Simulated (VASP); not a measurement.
Method: LDA (Ceperley-Alder, Perdew-Zunger), VASP's LDA PAW potentials (set 64) (plane waves; VASP 6.6.1).

The input files of a VASP run:

### POSCAR
```
BN
1
    1.2432094191    -2.1533020934     0.0000000000
    1.2432094191     2.1533020934     0.0000000000
    0.0000000000     0.0000000000     4.1147788174
B N
2 2
Direct
  0.6666670000   0.3333330000   0.5003940292
  0.3333330000   0.6666670000   0.0003940292
  0.6666670000   0.3333330000   0.8746059708
  0.3333330000   0.6666670000   0.3746059708
```

File KPOINTS:
```
Automatic mesh
0
Gamma
10 10 6
0 0 0
```

### INCAR
```
! general
SYSTEM  = BN
PREC    = Accurate
ENCUT   = 620
LREAL   = .FALSE.
LASPH   = .TRUE.

! electronic loop
EDIFF   = 1E-6
NELM    = 100
ALGO    = Normal

! smearing
ISMEAR  = 0
SIGMA   = 0.05

! ions
IBRION  = 2
NSW     = 40
ISIF    = 3
EDIFFG  = -0.02
PSTRESS = 200

! output
LWAVE   = .FALSE.
LCHARG  = .FALSE.
```

POTCAR, in this order: B N (LDA.64 set). Program: vasp_std.

Output

OUTCAR:
```
 ion  position               nearest neighbor table
   1  0.667  0.333  0.500-   4 1.53   4 1.53   4 1.53   3 1.54
   2  0.333  0.667  0.000-   3 1.53   3 1.53   3 1.53   4 1.54
   3  0.667  0.333  0.875-   2 1.53   2 1.53   2 1.53   1 1.54
   4  0.333  0.667  0.375-   1 1.53   1 1.53   1 1.53   2 1.54
  LATTYP: Found a hexagonal cell.
 ALAT       =     2.4864190245
 C/A-ratio  =     1.6549015982
 Subroutine PRICEL returns:
 Original cell was already a primitive cell.
 Subroutine GETGRP returns: Found 12 space group operations
The static configuration has the point symmetry C_3v.
 The point group associated with its full space group is C_6v.
The dynamic configuration has the point symmetry C_3v.
 Subroutine INISYM returns: Found 12 space group operations
 Subroutine IBZKPT returns following result:
 Found     56 irreducible k-points:

 Following reciprocal coordinates:
            Coordinates               Weight
  0.000000  0.000000  0.000000      1.000000
  0.100000 -0.000000  0.000000      6.000000
  0.200000 -0.000000  0.000000      6.000000
  0.300000 -0.000000  0.000000      6.000000
  0.400000  0.000000  0.000000      6.000000
  0.500000 -0.000000  0.000000      3.000000
  0.100000  0.100000  0.000000      6.000000
  0.200000  0.100000  0.000000     12.000000
  0.300000  0.100000  0.000000     12.000000
  0.400000  0.100000  0.000000     12.000000
  0.200000  0.200000  0.000000      6.000000
  0.300000  0.200000  0.000000     12.000000
  0.400000  0.200000  0.000000      6.000000
  0.300000  0.300000  0.000000      6.000000
  0.000000  0.000000  0.166667      2.000000
  0.100000 -0.000000  0.166667     12.000000
  0.200000 -0.000000  0.166667     12.000000
  0.300000 -0.000000  0.166667     12.000000
  0.400000  0.000000  0.166667     12.000000
  0.500000 -0.000000  0.166667      6.000000
  0.100000  0.100000  0.166667     12.000000
  0.200000  0.100000  0.166667     24.000000
  0.300000  0.100000  0.166667     24.000000
  0.400000  0.100000  0.166667     24.000000
  0.200000  0.200000  0.166667     12.000000
  0.300000  0.200000  0.166667     24.000000
  0.400000  0.200000  0.166667     12.000000
  0.300000  0.300000  0.166667     12.000000
  0.000000  0.000000  0.333333      2.000000
  0.100000 -0.000000  0.333333     12.000000
  0.200000 -0.000000  0.333333     12.000000
  0.300000 -0.000000  0.333333     12.000000
  0.400000  0.000000  0.333333     12.000000
  0.500000 -0.000000  0.333333      6.000000
  0.100000  0.100000  0.333333     12.000000
  0.200000  0.100000  0.333333     24.000000
  0.300000  0.100000  0.333333     24.000000
  0.400000  0.100000  0.333333     24.000000
  0.200000  0.200000  0.333333     12.000000
  0.300000  0.200000  0.333333     24.000000
   k-points           NKPTS =     56   k-points in BZ     NKDIM =     56   number of bands    NBANDS=     12
   number of dos      NEDOS =    301   number of ions     NIONS =      4
   total plane-waves  NPLWV =  14400
   dimension x,y,z NGX =    20 NGY =   20 NGZ =   36
   dimension x,y,z NGXF=    40 NGYF=   40 NGZF=   72
   ions per type =               2   2
   PREC   = accura    normal or accurate (medium, high low for compatibility)
   ISTART =      0    job   : 0-new  1-cont  2-samecut
   ICHARG =      2    charge: 1-file 2-atom 10-const
   ISPIN  =      1    spin polarized calculation?
   LNONCOLLINEAR =      F non collinear calculations
   LSORBIT =      F    spin-orbit coupling
   INIWAV =      1    electr: 0-lowe 1-rand  2-diag
   ENCUT  =  620.0 eV  45.57 Ry    6.75 a.u.   5.05  5.05  8.35*2*pi/ulx,y,z
   NELM   =    100;   NELMIN=  2; NELMDL= -5     # of ELM steps
...
```

OSZICAR:
```
       N       E                     dE             d eps       ncg     rms          rms(c)
DAV:   1     0.591553931237E+02    0.59155E+02   -0.99105E+03  1344   0.151E+03
DAV:   2    -0.386594450794E+02   -0.97815E+02   -0.91456E+02  1948   0.291E+02
DAV:   3    -0.412365816603E+02   -0.25771E+01   -0.25662E+01  1776   0.460E+01
DAV:   4    -0.412486734824E+02   -0.12092E-01   -0.12085E-01  1676   0.344E+00
DAV:   5    -0.412487928405E+02   -0.11936E-03   -0.11934E-03  1712   0.309E-01    0.975E+00
DAV:   6    -0.390347691937E+02    0.22140E+01   -0.53104E+00  1580   0.192E+01    0.460E+00
DAV:   7    -0.387658624873E+02    0.26891E+00   -0.29142E-01  1580   0.494E+00    0.262E+00
DAV:   8    -0.386981697354E+02    0.67693E-01   -0.10050E-01  1532   0.280E+00    0.229E-01
DAV:   9    -0.386973661436E+02    0.80359E-03   -0.23053E-03  1760   0.477E-01    0.132E-01
DAV:  10    -0.386973254157E+02    0.40728E-04   -0.12679E-04  1616   0.121E-01    0.196E-02
DAV:  11    -0.386973230567E+02    0.23590E-05   -0.21817E-05  1724   0.390E-02    0.111E-02
DAV:  12    -0.386973229261E+02    0.13069E-06   -0.18517E-06  1072   0.135E-02
   1 F= -.35947244E+02 E0= -.35947244E+02  d E =-.359472E+02
```

File OUTCAR:
```
------------------------ aborting loop because EDIFF is reached ----------------------------------------
  FORCE on cell =-STRESS in cart. coord.  units (eV):
  Direction    XX          YY          ZZ          XY          YZ          ZX
  --------------------------------------------------------------------------------------
  Total        2.7336786      2.7336791      2.7655486     -0.0000000      0.0000000      0.0000000
  in kB      198.8072808    198.8073206    201.1250343     -0.0000000      0.0000000      0.0000000
  external PRESSURE =      -0.4201214 kB  Pullay stress =     200.0000000 kB
  volume of cell :       22.03
      direct lattice vectors                 reciprocal lattice vectors
     1.243209419 -2.153302093  0.000000000     0.402184855 -0.232201511  0.000000000
     1.243209419  2.153302093  0.000000000     0.402184855  0.232201511  0.000000000
     0.000000000  0.000000000  4.114778817     0.000000000  0.000000000  0.243026428
  FREE ENERGIE OF THE ION-ELECTRON SYSTEM (eV)
  ---------------------------------------------------
  free  energy   TOTEN  =       -38.6973229261 eV

  energy  without entropy=      -38.6973229261  energy(sigma->0) =      -38.69732293
  enthalpy is  TOTEN    =       -35.9472439950 eV   P V=        2.7500789311

 reached required accuracy - stopping structural energy minimisation
```
(Selected blocks of OUTCAR.)

### OUTCAR
```
 val. band max:        8.4706072702   @ k =   0.0000   0.0000   0.0000

 cond. band min:      13.4977887667   @ k =   0.3000   0.3000   0.0000


 Fermi energy:         8.7269796980

 k-point     1 :       0.0000    0.0000    0.0000
  band No.  band energies     occupation
      1     -12.6140      2.00000
      2      -8.0689      2.00000
      3      -3.1712      2.00000
      4       6.1815      2.00000
      5       6.1816      2.00000
      6       8.1440      2.00000
      7       8.4706      2.00000
      8       8.4706      2.00000
      9      16.9832      0.00000
     10      16.9833      0.00000
     11      17.3278      0.00000
     12      18.9567      0.00000

 k-point     2 :       0.1000   -0.0000    0.0000
  band No.  band energies     occupation
      1     -12.3835      2.00000
      2      -7.8884      2.00000
      3      -2.9459      2.00000
      4       5.1770      2.00000
      5       5.7499      2.00000
      6       7.6497      2.00000
      7       7.9141      2.00000
      8       8.2272      2.00000
      9      16.7042      0.00000
     10      17.4441      0.00000
     11      17.6742      0.00000
     12      19.5955      0.00000

 k-point     3 :       0.2000   -0.0000    0.0000
  band No.  band energies     occupation
      1     -11.7009      2.00000
      2      -7.3824      2.00000
      3      -2.2827      2.00000
      4       2.9081      2.00000
      5       4.8270      2.00000
      6       5.7248      2.00000
      7       7.2172      2.00000
      8       7.5987      2.00000
      9      16.2086      0.00000
     10      18.1096      0.00000
     11      18.4079      0.00000
     12      20.1775      0.00000

 k-point     4 :       0.3000   -0.0000    0.0000
  band No.  band energies     occupation
      1     -10.6017      2.00000
      2      -6.7107      2.00000
      3      -1.2464      2.00000
      4       0.4928      2.00000
      5       3.4694      2.00000
      6       3.9254      2.00000
...
```

The compound is BN in the wurtzite structure, a metastable high-pressure form. It was relaxed first under an external pressure of 20 GPa.
